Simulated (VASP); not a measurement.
A VASP calculation is set up with these files.

File POSCAR:
```
GdN
1
    2.5398000000     0.0000000000     2.5398000000
    0.0000000000     2.5398000000     2.5398000000
    2.5398000000     2.5398000000     0.0000000000
Gd N
1 1
Direct
  0.0000000000   0.0000000000   0.0000000000
  0.5000000000   0.5000000000   0.5000000000
```

INCAR:
```
SYSTEM = GdN
PREC = Accurate
ENCUT = 520
EDIFF = 1E-6
NELM = 100
ALGO = Normal
LREAL = .FALSE.
LASPH = .TRUE.
ISMEAR = 0
SIGMA = 0.05
GGA = PE
LMAXMIX = 6
LWAVE = .FALSE.
LCHARG = .FALSE.
ISIF = 2
```

File KPOINTS:
```
Automatic mesh
0
Gamma
7 7 7
0 0 0
```

POTCAR, in this order: Gd_3 N (PBE.64 set). Program: vasp_std.

What VASP printed:

**standard output**
```
 -----------------------------------------------------------------------------
|                                                                             |
|     EEEEEEE  RRRRRR   RRRRRR   OOOOOOO  RRRRRR      ###     ###     ###     |
|     E        R     R  R     R  O     O  R     R     ###     ###     ###     |
|     E        R     R  R     R  O     O  R     R     ###     ###     ###     |
|     EEEEE    RRRRRR   RRRRRR   O     O  RRRRRR       #       #       #      |
|     E        R   R    R   R    O     O  R   R                               |
|     E        R    R   R    R   O     O  R    R      ###     ###     ###     |
|     EEEEEEE  R     R  R     R  OOOOOOO  R     R     ###     ###     ###     |
|                                                                             |
|     ERROR: the triple product of the basis vectors is negative exchange     |
|     two basis vectors                                                       |
|                                                                             |
|       ---->  I REFUSE TO CONTINUE WITH THIS SICK JOB ... BYE!!! <----       |
|                                                                             |
 -----------------------------------------------------------------------------
```

Read input and log: which fault does this run have?
A. SIGMA is far too large
B. POTIM is too large for the ionic optimiser
C. ENCUT is too low for a cell relaxation, so Pulay stress biases the volume
D. the lattice vectors form a left-handed set

D, the lattice vectors form a left-handed set. VASP stops with an error: ERROR: the triple product of the basis vectors is negative exchange two basis vectors ----> I REFUSE TO CONTINUE WITH THIS SICK JOB ... BYE!!! <----

To mend it, correct POSCAR.
**POSCAR**
```
GdN
1
    0.0000000000     2.5398000000     2.5398000000
    2.5398000000     0.0000000000     2.5398000000
    2.5398000000     2.5398000000     0.0000000000
Gd N
1 1
Direct
  0.0000000000   0.0000000000   0.0000000000
  0.5000000000   0.5000000000   0.5000000000
```
The mended run (PBE GGA, plane waves, VASP's PBE PAW potentials (set 64)) converges, and its OSZICAR ends with
```
   1 F= -.16111116E+02 E0= -.16111098E+02  d E =-.343626E-04
```

The compound is GdN in the rock salt structure. The cell was not relaxed at this level. The 4f electrons are frozen in the core of the lanthanide potential, so 4f levels, which can set the real gap, and their magnetism are missing.
